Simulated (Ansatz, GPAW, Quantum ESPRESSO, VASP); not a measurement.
# Code comparison for V3Re (P1, 4 atoms in the cell)

Self-consistent single point.

```yaml
crystal:
  lattice:
    - [0.00000, 3.00145, 3.00145]
    - [3.00145, 0.00000, 3.00145]
    - [3.00145, 3.00145, 0.00000]
  atoms:
    - { symbol: V, position: [0.76781, 0.74881, 0.74758] }
    - { symbol: V, position: [0.25730, 0.24710, 0.25073] }
    - { symbol: V, position: [0.98491, 0.99468, 0.99541] }
    - { symbol: Re, position: [0.48998, 0.50941, 0.50629] }
```

All programs got the same cell, k-point mesh and kind of occupations (in Ansatz's words: kpoints.mp_grid.grid = 5 5 5; scf.occupations.method = gaussian; scf.occupations.width = 0.1 eV); potentials, basis and cutoffs are each program's usual ones.

| code | model | pressure (GPa) | largest force (eV/Å) | cutoff |
|---|---|---|---|---|
| GPAW | LDA (Perdew-Wang 92), GPAW PAW datasets LDA (gpaw-data 1.0.1) | -10.04 | 1.134 | 800 eV |
| VASP | LDA (PZ), VASP's LDA PAW potentials (set 64) | -10.50 | 1.141 | 300 eV |
| Quantum ESPRESSO | LDA (PW92), PseudoDojo standard norm-conserving (LDA) pseudopotentials | -10.50 | 1.134 | 85 Ry |
| Ansatz | LDA (PW92), default PAW files made with PBE | -10.49 | 1.128 | default |

Size of the force on each atom (eV/Å): Sizes of forces hide their directions.

```json
[
 {"code": "GPAW", "V1": "1.070", "V2": "0.539", "V3": "1.134", "Re4": "0.870"},
 {"code": "VASP", "V1": "1.089", "V2": "0.544", "V3": "1.141", "Re4": "0.889"},
 {"code": "Quantum ESPRESSO", "V1": "1.078", "V2": "0.543", "V3": "1.134", "Re4": "0.883"},
 {"code": "Ansatz", "V1": "1.074", "V2": "0.541", "V3": "1.128", "Re4": "0.882"}
]
```

The spread over the programs that give each value: pressure within 0.46 GPa; largest force within 0.013 eV/Å.

The starting cell comes from a database of computed structures (which also holds hypothetical and non-ambient phases and stackings), without a prior relaxation at this level. Its atoms were displaced at random from the sites of space group no. 225. On Ansatz's run: Spin-orbit coupling is off. Spin polarisation is off. In the base run, with a pressure of about -10 GPa the cell is away from its equilibrium volume at this level. In the base run, forces exceed 1 eV/Å.

Why do the programs differ, and what cannot be compared?

Differences of this kind can come from the potentials, where these differ, and from what each basis and cutoff leave unconverged. The valence holds different numbers of electrons (GPAW 52, VASP 46, Quantum ESPRESSO 54, Ansatz (a first-principles code) 54). The zero of total energies and Fermi levels follows the potentials and each program's conventions, so they are not compared here. Ansatz's pressure is given at a fixed set of plane waves, as the other plane-wave codes print theirs; with its correction for the finite basis it is -10.40 GPa. The same LDA comes in different parametrisations, which differ slightly.

VASP's run is marked for a possible Pulay error in its stress at this cutoff; no cutoff test was made.

Left out of this page: ABINIT, CP2K, FLEUR and SIESTA (not drawn, or without a comparable value); Elk (stopped by limits of time or memory).

Keys are those of Ansatz 0.2.
